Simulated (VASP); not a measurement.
Set up this calculation in VASP 6.6.1, as the native input.

```yaml
Task: single point
Functional: revPBE
Potentials_or_basis: VASP PAW PBE potentials, release 64 (Cl, Sn_d, Se, H)
Cutoff: 520 eV
k_mesh: 1 × 1 × 1
Occupations: gaussian, width 0.01 eV
Spin: no spin polarisation
Further_INCAR_settings: ALGO = Fast; EDIFF = 1e-06; NBANDS = 27
```

The structure of Cl2SnSeH2 lies in POSCAR:

```
SnH2SeCl2
1.0
   13.0000000000      0.0000000000      0.0000000000
    0.0000000000     13.0000000000      0.0000000000
    0.0000000000      0.0000000000     13.0000000000
Cl Sn Se H
2 1 1 2
Direct
    0.4091653800      0.3748807700      0.6098000000
    0.6418576900      0.3855115400      0.4424384600
    0.5212423100      0.4856653800      0.5263846200
    0.4288961500      0.5807884600      0.3868153800
    0.5806115400      0.5569192300      0.6184153800
    0.3601423100      0.6283500000      0.4630846200
```

These files were run (other wordings do the same):

INCAR

```
PREC     = Accurate       # precision mode
ENCUT    = 520            # plane-wave cutoff, eV
EDIFF    = 1E-6           # SCF threshold, eV
ISMEAR   = 0              # smearing method
SIGMA    = 0.01           # smearing width, eV
LREAL    = F              # projectors in reciprocal space
LASPH    = T              # aspherical terms in the spheres
NELM     = 100            # most SCF steps
ALGO     = Fast           # electronic algorithm
ISIF     = 2              # what is computed and relaxed
LWAVE    = F              # write WAVECAR
LCHARG   = F              # write CHGCAR
GGA      = RE             # functional
NBANDS   = 27             # bands
```

KPOINTS

```
Automatic mesh
0
Gamma
  1 1 1
```

Potentials or basis: VASP PAW PBE potentials, release 64 (Cl, Sn_d, Se, H).

Command:

```console
$ cat potpaw_PBE.64/Cl/POTCAR potpaw_PBE.64/Sn_d/POTCAR potpaw_PBE.64/Se/POTCAR potpaw_PBE.64/H/POTCAR > POTCAR
$ mpirun -np 1 vasp_gam > vasp.out
```

It gave:

| Quantity | Value |
| --- | --- |
| Largest force | 0.598 eV/Å |
| Gap between the frontier levels | 3.60 eV |

Caveat: the PAW data sets were made with another functional, which shifts forces and pressure a little; spin-orbit coupling is left out, which moves the levels of the heavy elements.

Run time: 2.2 min on 1 thread of Intel(R) Xeon(R) 6975P-C (Granite Rapids) (shared host), peak memory 1.6 GiB.
